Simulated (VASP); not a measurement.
The system is NaBI.

```
Na B I
1.0
     4.42736    0.00000    0.00000
    -2.21368    3.83420    0.00000
     0.00000    0.00000    5.37112
Na B I
1 1 1
Direct
  0.00000 0.00000 0.00000
  0.33333 0.66667 0.50000
  0.66667 0.33333 0.50000
```

The cell was built by a generator and needn't be a form met in nature.

```yaml
Program: VASP 6.6.1
Task: relaxation of cell and atoms
Functional: PBE
Potentials_or_basis: VASP PAW PBE potentials, release 64 (Na_pv, B, I)
Cutoff: 600 eV
k_mesh: 7 × 7 × 5
Occupations: gaussian, width 0.05 eV
Spin: no spin polarisation
```

At the start: pressure -0.7 GPa; volume 30.39 Å³/atom.

Question: Where does the relaxation end?

Answer: Over 9 steps the energy falls by 152.8 meV/atom and the volume is 25.51 Å³/atom (-16.0 %); space group P-6m2 (No. 187, to 0.05 Å).

The path:
```tsv
step	energy change (eV)	largest force (eV/Å)	pressure (GPa)	volume (Å³)
1	0.0000	0.0000	-0.73	91.18
2	-0.1098	0.0000	-0.06	89.29
3	-0.3813	0.0000	-0.40	82.95
4	-0.1491	0.0000	3.54	66.99
5	-0.4391	0.0000	-0.41	79.99
6	-0.4565	0.0000	-0.23	77.73
7	-0.4584	0.0000	-0.11	76.71
8	-0.4583	0.0000	-0.15	77.05
9	-0.4585	0.0000	-0.01	76.54
```

Final structure:
```
Na B I
1.0
     4.67568    0.00000    0.00000
    -2.33784    4.04926    0.00000
     0.00000    0.00000    4.04288
Na B I
1 1 1
Direct
  0.00000 0.00000 0.00000
  0.33333 0.66667 0.50000
  0.66667 0.33333 0.50000
```

Caveat: the volume moved by over 15 % at a fixed basis, so the end points are rough; an odd number of electrons without spin polarisation forces a metal; a magnetic or distorted state may lie lower.
